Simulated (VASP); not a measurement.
A run of VASP 6.6.1 is set up as follows.

File INCAR:

```
SYSTEM = H2W8C8S
PREC     = Accurate       ! precision mode
ENCUT    = 520            ! plane-wave cutoff, eV
EDIFF    = 1E-7           ! SCF threshold, eV
ISMEAR   = -1             ! smearing method
SIGMA    = 0.15           ! smearing width, eV
LREAL    = Auto         
LASPH    = .True.         ! aspherical terms in the spheres
NELM     = 80             ! most SCF steps
ALGO     = Fast           ! electronic algorithm
ISIF     = 2              ! what is computed and relaxed
LWAVE    = .False.        ! write WAVECAR
LCHARG   = .True.         ! write CHGCAR
GGA      = PE             ! functional
IVDW     = 12             ! dispersion correction
LELF     = .True.         ! ELF
LVHAR    = .True.       
NBANDS   = 91             ! bands
```

The input KPOINTS:

```
Automatic mesh
0
Gamma
  2 2 1
  0 0 0
```

POSCAR

```
H2W8C8S
1.0
    5.7040600000      0.0000000000      0.0000000000
   -2.8520300000      4.9398610000      0.0000000000
    0.0000000000      0.0000000000     17.2011400000
W C S H
8 8 1 2
Direct
    0.0000000000      0.0000000000      0.0581356817
   -0.0009479528      0.0002429218      0.2317637087
   -0.0000004574      0.4999938257      0.0581356817
   -0.0024814387      0.4992043298      0.2291708573
    0.4999947406      0.0000000000      0.0581356817
    0.4996981607      0.0002834088      0.2310370127
    0.4999942832      0.4999938257      0.0581356817
    0.4989851583      0.4970990074      0.2313335046
    0.3377750910      0.1681221395      0.1421940639
    0.3350499292      0.1670897218      0.2893529150
    0.3359758702      0.6650794425      0.1460949681
    0.3051848763      0.6673467128      0.3069854672
    0.8316864315      0.1607939980      0.1426591493
    0.8307762291      0.1737700717      0.2894459321
    0.8289408678      0.6641684857      0.1425661322
    0.8249044345      0.6618809720      0.2928526830
    0.2659632149      0.6875699539      0.4055487020
   -0.0892612492      0.6262726826      0.3520406206
    0.0878673933      0.4141614511      0.4046999211
```

Potentials or basis: VASP PAW PBE potentials, release 64 (W_sv, C, S, H).

Run with:

```bash
$ cat potpaw_PBE.64/W_sv/POTCAR potpaw_PBE.64/C/POTCAR potpaw_PBE.64/S/POTCAR potpaw_PBE.64/H/POTCAR > POTCAR
$ mpirun -np 1 vasp_std > vasp.out
```

Predict the dispersion energy per atom.

-0.278 eV.

What does it give for the largest force?

5.128 eV/Å.

Forces on the atoms (eV/Å):
```
W    0.045 -0.070  2.112
W   -0.329 -0.038 -3.270
W    0.073  0.032  2.363
W    0.505  0.149 -3.757
W    0.010 -0.142  2.414
W    0.070 -1.202 -2.775
W   -0.102 -0.039  2.385
W   -1.394  1.011 -2.939
C   -0.178 -0.102 -1.943
C   -0.530  0.064  3.929
C   -0.346 -0.055 -2.246
C    1.357  0.629 -0.096
C   -0.036  0.169 -2.403
C    0.590 -0.401  3.550
C    0.174 -0.042 -1.894
C    1.055 -0.010  5.018
S    0.495 -0.612 -0.086
H   -1.406  0.586 -0.980
H   -0.051  0.071  0.619
```

Caveat: the k mesh is coarse (spacing up to 0.64 Å⁻¹), so the values aren't converged. Spin-orbit coupling is left out, which matters for the levels of W.
